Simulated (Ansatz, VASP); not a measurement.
# Cd2TeS: VASP beside Ansatz

Aim: how closely do two programs agree when they are given the same cell, functional and k mesh? The structure shown is the start of the Ansatz relaxation below; VASP solves that cell, so the two are compared at the walk's first step.

Program: Ansatz 0.2.0. Level of theory: plane waves, with VASP 6.6.1 beside it; single point at PBE. Results are calculated unless marked as measured.

**1. Set-up**

The cell holds 60 atoms: 30 Cd, 15 S and 15 Te. Its edges and angles: a = 12.085 Å, b = 12.085 Å, c = 12.085 Å, α = 90.0°, β = 90.0°, γ = 90.0°.

**2. Ansatz: relaxation, PBE**

Ansatz runs on its default PAW (the set named soft_2) files.

The two programs are compared at the cell with which this relaxation starts, whose forces are those of its first step.

input.yaml reads:

```yaml
crystal:
  lattice:
    - [12.085, 0.0, 0.0]
    - [0.0, 12.085, 0.0]
    - [0.0, 0.0, 12.085]
  atoms:
    - { symbol: Cd, position: [0.47727, 0.34477, 0.5569] }
    - { symbol: Cd, position: [0.69667, 0.6164, 0.20907] }
    - { symbol: Cd, position: [0.97179, 0.10925, 0.49404] }
    - { symbol: Cd, position: [0.5616, 0.75924, 0.77712] }
    - { symbol: Cd, position: [0.37765, 0.56506, 0.31079] }
    - { symbol: Cd, position: [0.66691, 0.08309, 0.7075] }
    - { symbol: Cd, position: [0.33063, 0.55556, 0.6018] }
    - { symbol: Cd, position: [0.02718, 0.40735, 0.77541] }
    - { symbol: Cd, position: [0.15823, 0.38849, 0.03334] }
    - { symbol: Cd, position: [0.0322, 0.06155, 0.80699] }
    - { symbol: Cd, position: [0.37569, 0.00508, 0.64315] }
    - { symbol: Cd, position: [0.8815, 0.17868, 0.18084] }
    - { symbol: Cd, position: [0.72984, 0.34776, 0.52744] }
    - { symbol: Cd, position: [0.75561, 0.2399, 0.90776] }
    - { symbol: Cd, position: [0.06001, 0.7528, 0.41355] }
    - { symbol: Cd, position: [0.53853, 0.82556, 0.46492] }
    - { symbol: Cd, position: [0.71858, 0.87296, 0.01434] }
    - { symbol: Cd, position: [0.28848, 0.18117, 0.32078] }
    - { symbol: Cd, position: [0.44787, 0.91395, 0.1872] }
    - { symbol: Cd, position: [0.4636, 0.57679, 0.99] }
    - { symbol: Cd, position: [0.63086, 0.26142, 0.2754] }
    - { symbol: Cd, position: [0.86848, 0.59862, 0.90912] }
    - { symbol: Cd, position: [0.25796, 0.19983, 0.74906] }
    - { symbol: Cd, position: [0.21689, 0.66505, 0.88867] }
    - { symbol: Cd, position: [0.4652, 0.18696, 0.99416] }
    - { symbol: Cd, position: [0.93871, 0.37687, 0.32175] }
    - { symbol: Cd, position: [0.16562, 0.91854, 0.68291] }
    - { symbol: Cd, position: [0.85679, 0.85162, 0.69122] }
    - { symbol: Cd, position: [0.0781, 0.9036, 0.12189] }
    - { symbol: Cd, position: [0.7604, 0.61485, 0.6539] }
    - { symbol: S, position: [0.5095, 0.68051, 0.18332] }
    - { symbol: S, position: [0.60603, 0.32701, 0.88732] }
    - { symbol: S, position: [0.26129, 0.46845, 0.78527] }
    - { symbol: S, position: [0.01953, 0.7165, 0.20574] }
    - { symbol: S, position: [0.69603, 0.66603, 0.43409] }
    - { symbol: S, position: [0.40109, 0.76642, 0.64182] }
    - { symbol: S, position: [0.93262, 0.46211, 0.54258] }
    - { symbol: S, position: [0.42807, 0.3408, 0.32352] }
    - { symbol: S, position: [0.81682, 0.70958, 0.06889] }
    - { symbol: S, position: [0.25991, 0.98252, 0.2402] }
    - { symbol: S, position: [0.69115, 0.89429, 0.80566] }
    - { symbol: S, position: [0.38668, 0.37827, 0.07518] }
    - { symbol: S, position: [0.75228, 0.40646, 0.17577] }
    - { symbol: S, position: [0.78762, 0.17408, 0.39439] }
    - { symbol: S, position: [0.49771, 0.22068, 0.70266] }
    - { symbol: Te, position: [0.02556, 0.68567, 0.75917] }
    - { symbol: Te, position: [0.8876, 0.38729, 0.98264] }
    - { symbol: Te, position: [0.11843, 0.23668, 0.15884] }
    - { symbol: Te, position: [0.39549, 0.81851, 0.97783] }
    - { symbol: Te, position: [0.86243, 0.85519, 0.48728] }
    - { symbol: Te, position: [0.14433, 0.50785, 0.46435] }
    - { symbol: Te, position: [0.19056, 0.61269, 0.16629] }
    - { symbol: Te, position: [0.88889, 0.20256, 0.69022] }
    - { symbol: Te, position: [0.27354, 0.87153, 0.4247] }
    - { symbol: Te, position: [0.64014, 0.01324, 0.4433] }
    - { symbol: Te, position: [0.24073, 0.04176, 0.95106] }
    - { symbol: Te, position: [0.60338, 0.08278, 0.12531] }
    - { symbol: Te, position: [0.90598, 0.02632, 0.0179] }
    - { symbol: Te, position: [0.1641, 0.22482, 0.50392] }
    - { symbol: Te, position: [0.65208, 0.5481, 0.84838] }
kpoints:
  mp_grid: { grid: [1, 1, 1] }
hamiltonian:
  xc: pbe
scf:
  occupations: { method: fermi_dirac, width: 0.05 }
output:
  forces: true
relax:
  f_tol: 0.05
  max_steps: 96
  cell: {}
```

Command:

```bash
$ ansatz run input.yaml --threads 4 --pin off --max-ram 8192MiB --backend cpu --events-out ev --progress --plain --runs-dir out
```

Numbers of over 12 decimals in the logs are rounded to 6 here.

Log:

```text
Engine: ansatz 0.2.0, aarch64-unknown-linux-gnu
Pseudopotentials: kind: paw
Pseudopotential: Cd, paw, valence charge 20, recommended cutoff 420 eV (normal), Cd.paw.azcp
Pseudopotential: S, paw, valence charge 6, recommended cutoff 420 eV (normal), S.paw.azcp
Pseudopotential: Te, paw, valence charge 16, recommended cutoff 420 eV (normal), Te.paw.azcp
Functional definition: PBE
  parameter kappa = 0.804
  parameter beta = 0.066725
  exchange = pbe_x(kappa = kappa, mu = beta*pi^2/3)
  correlation = pbe_c(beta = beta)
Crystal: 60 atoms, lattice volume = 1764.981 Å³
Basis set: ecut = 420 eV, 34457 PW (Γ), exchange–correlation on 162×162×162 points (8 copies of the dense FFT grid, shifted against one another)
Bands: 558, of which v1, the nominal top of the filled ones, is band 465 counted from 1 (464 counted from 0)
Symmetry: 1 space group operations
Space group: P1 (ITA 1), of the structure as read, at distance tolerance 1.2e-4 Å
k-points: 1
Non-local potential: Cd, projectors of the file, l = 0: 3, l = 1: 2, l = 2: 2, l = 3: 1
Non-local potential: S, projectors of the file, l = 0: 2, l = 1: 2, l = 2: 2
Non-local potential: Te, projectors of the file, l = 0: 2, l = 1: 2, l = 2: 2, l = 3: 2
PAW form: soft (Blöchl's): semilocal exchange-correlation on the pseudo side does not see the compensation charge
PAW one-centre angular grid: Cd, 590 points (default); XC on 64 Gauss nodes
PAW one-centre angular grid: S, 110 points (default); XC on 64 Gauss nodes
PAW one-centre angular grid: Te, 590 points (default); XC on 64 Gauss nodes
Initial density: superposition of atomic densities (neutral atoms: chi_scale 0, normalization atom), corrected by the library's trained network
Initial wavefunctions: pseudopotential atomic-orbital guess
Functional: x = pbe(κ = 0.804, μ = 0.219515), c = pbe(β = 0.066725)
SCF iter   1: F=—  HF=-365865.806102 eV  |F-HF|=—  |Δ(HF+E_count)|=         —  Δρ=3.21e-3  dr2=6.36e-1  ethr=1.77e-3  ⟨swp⟩=6.0  Hψ=1979  notcnv=0  defer=31
preconditioner: auto → LDOS  [metal: Δε(μ)=0.081 eV  Ē_g=10.637 eV  σ=0.050 eV  W_gap=0.38  n_scr=460 (ndim 8)  ℏωp=20.5 eV  f_vac=0.099  D(μ)=20.82/eV (n_scr^D=80)  β→1.0]
SCF iter   2: F=—  HF=-365865.768299 eV  |F-HF|=—  |Δ(HF+E_count)|=   3.78e-2  Δρ=1.93e-3  dr2=1.40e-1  ethr=6.84e-5  ⟨swp⟩=3.0  Hψ=1003  notcnv=0  defer=73
SCF iter   3: F=—  HF=-365865.741192 eV  |F-HF|=—  |Δ(HF+E_count)|=   2.71e-2  Δρ=9.14e-4  dr2=4.56e-2  ethr=1.50e-5  ⟨swp⟩=2.0  Hψ=850  notcnv=0  defer=73
SCF iter   4: F=—  HF=-365865.734097 eV  |F-HF|=—  |Δ(HF+E_count)|=   7.10e-3  Δρ=3.29e-4  dr2=6.75e-3  ethr=4.90e-6  ⟨swp⟩=2.0  Hψ=817  notcnv=0  defer=73
SCF iter   5: F=—  HF=-365865.733308 eV  |F-HF|=—  |Δ(HF+E_count)|=   7.90e-4  Δρ=1.30e-4  dr2=1.10e-3  ethr=7.26e-7  ⟨swp⟩=3.0  Hψ=818  notcnv=0  defer=73
SCF iter   6: F=—  HF=-365865.733032 eV  |F-HF|=—  |Δ(HF+E_count)|=   2.75e-4  Δρ=6.00e-5  dr2=2.06e-4  ethr=1.18e-7  ⟨swp⟩=2.0  Hψ=810  notcnv=0  defer=73
SCF iter   7: F=—  HF=-365865.733037 eV  |F-HF|=—  |Δ(HF+E_count)|=   5.07e-6  Δρ=2.79e-5  dr2=3.96e-5  ethr=2.21e-8  ⟨swp⟩=3.0  Hψ=730  notcnv=0  defer=73
SCF iter   8: F=—  HF=-365865.738073 eV  |F-HF|=—  |Δ(HF+E_count)|=   5.04e-3  Δρ=1.16e-5  dr2=5.80e-6  ethr=4.25e-9  ⟨swp⟩=2.0  Hψ=882  notcnv=0  defer=73
SCF iter   9: F=—  HF=-365865.738073 eV  |F-HF|=—  |Δ(HF+E_count)|=   4.41e-7  Δρ=4.76e-6  dr2=9.84e-7  ethr=6.23e-10  ⟨swp⟩=2.0  Hψ=792  notcnv=0  defer=73
SCF iter  10: F=—  HF=-365865.738073 eV  |F-HF|=—  |Δ(HF+E_count)|=   7.91e-8  Δρ=2.05e-6  dr2=1.67e-7  ethr=1.06e-10  ⟨swp⟩=2.0  Hψ=895  notcnv=0  defer=73
SCF iter  11: F=-365865.738073 eV  HF=-365865.738073 eV  |F-HF|=2.19e-8  |Δ(HF+E_count)|=   1.18e-8  Δρ=8.93e-7  dr2=3.05e-8  ethr=1.08e-11  ⟨swp⟩=4.0  Hψ=1726  notcnv=0
SCF 1 converged in 11 iterations: F = -365865.738073 eV  dr2 = 3.05e-8
  greatest PAW one-centre occupation: 1.000 electrons in one spin orbital (limit 2), on the Cd atom at site 13 (counted from 0), in its partial waves of l = 0
relax step   1: F+E_penalty+E_count = -365865.73807270 eV  Δ(F+E_penalty+E_count) = +0.000e0 eV  max|allowed force component| = 4.817e0 eV/Å  Δτ_max = 0.0000 Å  P = +1.444 GPa  Ω = 1764.981 Å³  (11 SCF iters, dr2 threshold 1.00e-7 eV, accepted)
Crystal: 60 atoms, lattice volume = 1779.622 Å³
Basis set: ecut = 420 eV, 34769 PW (Γ), exchange–correlation on 162×162×162 points (8 copies of the dense FFT grid, shifted against one another)
Initial density: handed on by an earlier stage of this run
Initial wavefunctions: those handed on with the density
iter 1 solved again at ethr=7.10e-5 eV; its pass at ethr=3.10e-3 eV (dr2=6.60e-1 eV) is discarded
SCF iter   1: F=—  HF=-365870.634083 eV  |F-HF|=—  |Δ(HF+E_count)|=         —  Δρ=4.88e-3  dr2=6.65e-1  ethr=7.10e-5  ⟨swp⟩=5.0  Hψ=2254  notcnv=0
[...]
atom   1  Cd    -0.02328009    -0.00332992    -0.00842467
  atom   2  Cd     0.00093927    -0.01043270    -0.02278719
  atom   3  Cd     0.00256774     0.01167060     0.00654383
  atom   4  Cd    -0.00886357     0.01813368    -0.00665599
  atom   5  Cd    -0.01528557     0.00385052     0.00684799
  atom   6  Cd    -0.01284478    -0.00200308     0.00072029
  atom   7  Cd    -0.00117565     0.00242970    -0.01143608
  atom   8  Cd     0.00042109    -0.00575154    -0.00226122
  atom   9  Cd    -0.01874303    -0.00426537     0.00812945
  atom  10  Cd     0.01568691    -0.00285451    -0.01358617
  atom  11  Cd    -0.00647719    -0.00893588     0.01044717
  atom  12  Cd    -0.00228780    -0.01492402     0.01107429
  atom  13  Cd     0.02008160     0.01093236     0.00304214
  atom  14  Cd    -0.00517813     0.01278666     0.00940964
  atom  15  Cd     0.00170808    -0.00209116     0.00141979
  atom  16  Cd     0.00204178     0.03026136     0.02748283
  atom  17  Cd    -0.00350469    -0.01551801     0.00182645
  atom  18  Cd     0.00082326    -0.01063545    -0.00457070
  atom  19  Cd     0.00955043     0.00452662    -0.00348024
  atom  20  Cd    -0.00835701    -0.00738700    -0.00507902
  atom  21  Cd    -0.00153525     0.00762016     0.00047285
  atom  22  Cd    -0.00252346     0.00151043     0.00298309
  atom  23  Cd     0.00308371     0.00876304     0.00237774
  atom  24  Cd    -0.00451571     0.00408281    -0.01273024
[...]
atom  53  Te     0.02628107    -0.00762460    -0.01503685
  atom  54  Te     0.00693637    -0.00208944    -0.03681076
  atom  55  Te    -0.00202595    -0.01540432     0.00361316
  atom  56  Te     0.00283402     0.00698136    -0.00778824
  atom  57  Te     0.00308493     0.00323139     0.00031778
  atom  58  Te    -0.00632364    -0.00475837     0.00947329
  atom  59  Te    -0.01791402     0.00136637     0.00234307
  atom  60  Te     0.00999959    -0.01284813    -0.00838220
  max |Σ_I F_I| component: 2.64e-6 eV/Å
--- Stress (GPa, compression-positive) ---
        0.020628       0.005065      -0.009210
        0.005065      -0.016754       0.007161
       -0.009210       0.007161       0.039565
  P = ⅓ Tr σ = 0.0145 GPa (0.145 kbar)
--- Relaxed structure (31 steps of the walk, 30 accepted, 1 SCFs on fresh bases) ---
  F+E_penalty+E_count = -365883.40237272 eV   max|allowed force component| = 3.681e-2 eV/Å   (the final SCF, on the basis selected at the relaxed cell)
  cell:  # Å, volume = 1882.8457 Å³
    - [12.108722, 0.432378, -0.177252]
    - [0.432378, 11.790837, -0.342478]
    - [-0.177252, -0.342478, 13.217264]
  atoms:
    - { symbol: Cd, position: [0.553246, 0.282929, 0.529457] }
    - { symbol: Cd, position: [0.696665, 0.582515, 0.220207] }
    - { symbol: Cd, position: [0.945095, 0.097667, 0.519952] }
    - { symbol: Cd, position: [0.528867, 0.753612, 0.758883] }
    - { symbol: Cd, position: [0.407509, 0.509469, 0.285287] }
    - { symbol: Cd, position: [0.629911, 0.052748, 0.685711] }
    - { symbol: Cd, position: [0.298213, 0.604898, 0.625331] }
    - { symbol: Cd, position: [0.029309, 0.479293, 0.717177] }
    - { symbol: Cd, position: [0.168062, 0.369988, 0.062509] }
    - { symbol: Cd, position: [0.061494, 0.046917, 0.849831] }
    - { symbol: Cd, position: [0.371609, 0.034400, 0.539631] }
    - { symbol: Cd, position: [0.897377, 0.171490, 0.179117] }
    - { symbol: Cd, position: [0.739508, 0.387954, 0.564024] }
    - { symbol: Cd, position: [0.754119, 0.327157, 0.850461] }
    - { symbol: Cd, position: [0.090447, 0.721625, 0.403483] }
    - { symbol: Cd, position: [0.550089, 0.772724, 0.399430] }
    - { symbol: Cd, position: [0.709528, 0.897005, 0.010799] }
    - { symbol: Cd, position: [0.248026, 0.271579, 0.407652] }
    - { symbol: Cd, position: [0.414398, 0.872926, 0.138273] }
    - { symbol: Cd, position: [0.523829, 0.564420, 1.000016] }
    - { symbol: Cd, position: [0.635958, 0.220395, 0.284874] }
    - { symbol: Cd, position: [0.842372, 0.611849, 0.909816] }
    - { symbol: Cd, position: [0.293568, 0.278685, 0.765188] }
    - { symbol: Cd, position: [0.202249, 0.635684, 0.927928] }
    - { symbol: Cd, position: [0.471848, 0.247097, 1.014846] }
    - { symbol: Cd, position: [0.903839, 0.366663, 0.354741] }
    - { symbol: Cd, position: [0.221197, 0.890342, 0.773046] }
    - { symbol: Cd, position: [0.855094, 0.875809, 0.722508] }
    - { symbol: Cd, position: [0.076319, 0.891303, 0.164261] }
    - { symbol: Cd, position: [0.808150, 0.648164, 0.546339] }
    - { symbol: S, position: [0.493935, 0.690083, 0.222287] }
    - { symbol: S, position: [0.561716, 0.372846, 0.895169] }
    - { symbol: S, position: [0.240266, 0.491429, 0.766308] }
    - { symbol: S, position: [0.00878972, 0.707905, 0.219195] }
    - { symbol: S, position: [0.667515, 0.585759, 0.413681] }
    - { symbol: S, position: [0.360130, 0.804129, 0.640559] }
    - { symbol: S, position: [0.934540, 0.455649, 0.539390] }
    - { symbol: S, position: [0.451191, 0.304978, 0.358966] }
    - { symbol: S, position: [0.707417, 0.679023, 0.044884] }
    - { symbol: S, position: [0.252237, 0.955811, 0.246443] }
    - { symbol: S, position: [0.667887, 0.901354, 0.814140] }
    - { symbol: S, position: [0.385571, 0.444242, 0.095051] }
    - { symbol: S, position: [0.757238, 0.366289, 0.200647] }
    - { symbol: S, position: [0.831615, 0.160768, 0.367356] }
    - { symbol: S, position: [0.456731, 0.188832, 0.669552] }
    - { symbol: Te, position: [0.013773, 0.718788, 0.808581] }
    - { symbol: Te, position: [0.965133, 0.395610, 0.906907] }
    - { symbol: Te, position: [0.093813, 0.279618, 0.240564] }
    - { symbol: Te, position: [0.386607, 0.773892, 0.934795] }
    - { symbol: Te, position: [0.917356, 0.845601, 0.510686] }
    - { symbol: Te, position: [0.234072, 0.523542, 0.434792] }
    - { symbol: Te, position: [0.178206, 0.604789, 0.138805] }
    - { symbol: Te, position: [0.857294, 0.131450, 0.725998] }
    - { symbol: Te, position: [0.287428, 0.851726, 0.404663] }
    - { symbol: Te, position: [0.594357, -0.00835379, 0.473902] }
    - { symbol: Te, position: [0.251963, 0.176559, 0.943608] }
    - { symbol: Te, position: [0.564042, 0.055587, 0.124026] }
    - { symbol: Te, position: [0.928187, -0.00288277, 0.027261] }
    - { symbol: Te, position: [0.163294, 0.167924, 0.574312] }
    - { symbol: Te, position: [0.698223, 0.581214, 0.725316] }
```

In the SCF lines HF is the Harris–Foulkes energy and dr2 the Hartree energy of the density residual, in eV; the loop may stop once dr2 is under the threshold and the program's other checks hold. Hψ counts applications of the Hamiltonian.

[end of part 1 of 2]

[Lines on the potential files, build, host, timing and source positions are cut from VASP's logs without a mark.]

[Logs are printed without paths, hosts, clocks, repeated set-up lines and the standing remarks that a program may print on its own settings, such as how far it seeks lower states.]

[Hosts, paths, dates, database ids (printed as entryN), source tags and the programs' standing remarks are cut or masked in the printed files.]
